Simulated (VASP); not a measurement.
```
MgSe
1.0
    4.21743     0.00000     0.00000
   -2.10872     3.65241     0.00000
    0.00000     0.00000     6.79659
Mg Se
2 2
Direct
  0.66667   0.33333   0.49821
  0.33333   0.66667   0.99821
  0.66667   0.33333   0.87679
  0.33333   0.66667   0.37679
```

All values below come from PBEsol GGA, VASP's PBE PAW potentials (set 64) (plane waves; VASP). Run with 400 eV cut-off, 8×8×4 Γ-centred mesh, Gaussian smearing of 0.010 eV, potentials Mg Se.

**Question.** Estimate the energy per atom (σ→0).

**Answer.** 
```
Quantity                        Value
---------------------  --------------
energy per atom (σ→0)  -4.008 eV/atom
```

Total energies compare only between runs with the same potentials, cut-off and functional.

The structure comes from a computed database's MgSe entry (P6_3mc); how it stands against other phases isn't given here. It was relaxed first.
